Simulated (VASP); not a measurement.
An input for Ansatz (written as the equivalent of a VASP run, and not itself run):

Ansatz 0.2 input:
```yaml
crystal:
  lattice:
    - [0.0000000, 2.8069956, 2.8069956]
    - [2.8069956, 0.0000000, 2.8069956]
    - [2.8069956, 2.8069956, 0.0000000]
  atoms:
    - { symbol: Ba, position: [0.0000000, 0.0000000, 0.0000000] }
    - { symbol: O, position: [0.5000000, 0.5000000, 0.5000000] }
kpoints:
  mp_grid: { grid: [7, 7, 7] }
hamiltonian:
  xc: pbe
  pseudopotentials: { kind: paw }
scf:
  occupations: { method: gaussian, width: 0.05 }
  max_iter: 100
relax:
  max_steps: 60
  f_tol: 0.01
  cell: {}
output: { forces: true, stress: true, eigenvalues: true }
```

Q: Translate this input to VASP (INCAR, KPOINTS, POSCAR, choice of POTCAR).

A: Several could match; the one computed here: 
KPOINTS:
```
Automatic mesh
0
Gamma
7 7 7
0 0 0
```

### POSCAR
```
BaO
1
    0.0000000000     2.8069956396     2.8069956396
    2.8069956396    -0.0000000000     2.8069956396
    2.8069956396     2.8069956396    -0.0000000000
Ba O
1 1
Direct
  0.0000000000   0.0000000000   0.0000000000
  0.5000000000   0.5000000000   0.5000000000
```

**INCAR**
```
ALGO = Normal
EDIFF = 1E-6
EDIFFG = -0.01
ENCUT = 520
GGA = PE
IBRION = 2
ISIF = 3
ISMEAR = 0
LASPH = .TRUE.
LCHARG = .FALSE.
LMAXMIX = 4
LREAL = .FALSE.
LWAVE = .FALSE.
NELM = 100
NSW = 60
PREC = Accurate
SIGMA = 0.05
SYSTEM = BaO
```

POTCAR, in this order: Ba_sv O (PBE.64 set). Program: vasp_std.

The two are equivalent in intent, not identical: each code has its own PAW files, so the cut-off isn't converted (ENCUT is set for VASP's; basis.ecutwfc is left out, and Ansatz then takes the one that its files recommend); Ansatz stops its SCF on the density residual and VASP on the energy change (EDIFF).

The compound is BaO in the rock salt structure. It was relaxed first. The start is the result of an earlier pass.
